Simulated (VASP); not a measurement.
An input for Quantum ESPRESSO's pw.x (written as the equivalent of a VASP run, and not itself run):

```
&CONTROL
  calculation = 'scf'
  pseudo_dir = './pseudo'
  outdir = './out'
  tprnfor = .true.
  tstress = .true.
/
&SYSTEM
  ibrav = 0
  nat = 4
  ntyp = 2
  ecutwfc = 102
  occupations = 'smearing'
  smearing = 'gaussian'
  degauss = 0.003675
  input_dft = 'pbesol'
/
&ELECTRONS
  conv_thr = 7.3e-09
  electron_maxstep = 100
/
ATOMIC_SPECIES
  Cd 112.414 Cd.upf
  S 32.060 S.upf
CELL_PARAMETERS angstrom
     2.0629527   -3.5731388    0.0000000
     2.0629527    3.5731388   -0.0000000
    -0.0000000   -0.0000000    6.7034208
ATOMIC_POSITIONS crystal
  Cd   0.6666670  0.3333330  0.5000177
  Cd   0.3333330  0.6666670  0.0000177
  S    0.6666670  0.3333330  0.8769823
  S    0.3333330  0.6666670  0.3769823
K_POINTS automatic
  6 6 4 0 0 0
```

### Question
Translate this input to VASP (INCAR, KPOINTS, POSCAR, choice of POTCAR).

### Answer
Several could match; the one computed here: 
File POSCAR:
```
CdS
1
    2.0629527340    -3.5731387789     0.0000000000
    2.0629527340     3.5731387789    -0.0000000000
   -0.0000000000    -0.0000000000     6.7034207650
Cd S
2 2
Direct
  0.6666670000   0.3333330000   0.5000177328
  0.3333330000   0.6666670000   0.0000177328
  0.6666670000   0.3333330000   0.8769822672
  0.3333330000   0.6666670000   0.3769822672
```

**KPOINTS**
```
Regular mesh
0
G
6 6 4
0 0 0
```

**INCAR**
```
ALGO=Normal
EDIFF=1E-7
ENCUT=480
GGA=PS
ISIF=2
ISMEAR=0
LASPH=.TRUE.
LCHARG=.FALSE.
LMAXMIX=4
LREAL=.FALSE.
LWAVE=.FALSE.
NELM=100
PREC=Accurate
SIGMA=0.05
SYSTEM=CdS
```

POTCAR, in this order: Cd S (PBE.64 set). Program: vasp_std.

What does not carry over: the potentials are each code's own (VASP's PAW set, PseudoDojo norm-conserving files in pw.x), so ENCUT and ecutwfc are chosen apart and not converted; conv_thr bounds pw.x's estimated SCF error, while EDIFF bounds the energy change between steps.

The compound is CdS in the wurtzite structure. It was relaxed first.
